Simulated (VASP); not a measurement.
Nb3B5:

```
Nb B
1.0
     3.15000    0.00000    0.00000
    -1.57500    2.72798    0.00000
     0.00000    0.00000    9.60000
Nb B
3 5
Direct
  0.00000 0.00000 0.15600
  0.00000 0.00000 0.84400
  0.00000 0.00000 0.50000
  0.33333 0.66667 0.00000
  0.33333 0.66667 0.32800
  0.66667 0.33333 0.32800
  0.33333 0.66667 0.67200
  0.66667 0.33333 0.67200
```

The cell was built by a generator and needn't be a form met in nature.

* Program: VASP 6.6.1
* Task: relaxation of cell and atoms
* Functional: PBE
* Potentials or basis: VASP PAW PBE potentials, release 64 (Nb_sv, B)
* Cutoff: 520 eV
* k mesh: 6 × 6 × 2
* Occupations: gaussian, width 0.15 eV
* Spin: no spin polarisation

At the start: pressure -4.2 GPa; volume 10.31 Å³/atom.

Problem. Where does the relaxation end?

Solution. Over 5 steps the energy falls by 7.0 meV/atom and the volume is 10.16 Å³/atom (-1.5 %); space group P-6m2 (No. 187, to 0.05 Å).

The path:
```tsv
step	energy change (eV)	largest force (eV/Å)	pressure (GPa)	volume (Å³)
1	0.0000	0.4975	-4.16	82.49
2	-0.0155	0.1807	6.62	79.33
3	-0.0454	0.2839	1.72	80.73
4	-0.0557	0.1292	-0.30	81.34
5	-0.0561	0.0760	-0.03	81.25
```

Final structure:
```
Nb B
1.0
     3.11759    0.00000    0.00000
    -1.55880    2.69991    0.00000
     0.00000    0.00000    9.65313
Nb B
3 5
Direct
  0.00000 0.00000 0.15817
  0.00000 0.00000 0.84183
  0.00000 0.00000 0.50000
  0.33333 0.66667 0.00000
  0.33333 0.66667 0.32913
  0.66667 0.33333 0.32511
  0.33333 0.66667 0.67087
  0.66667 0.33333 0.67489
```

Caveat: the k mesh is coarse (spacing up to 0.38 Å⁻¹), so the values aren't converged.
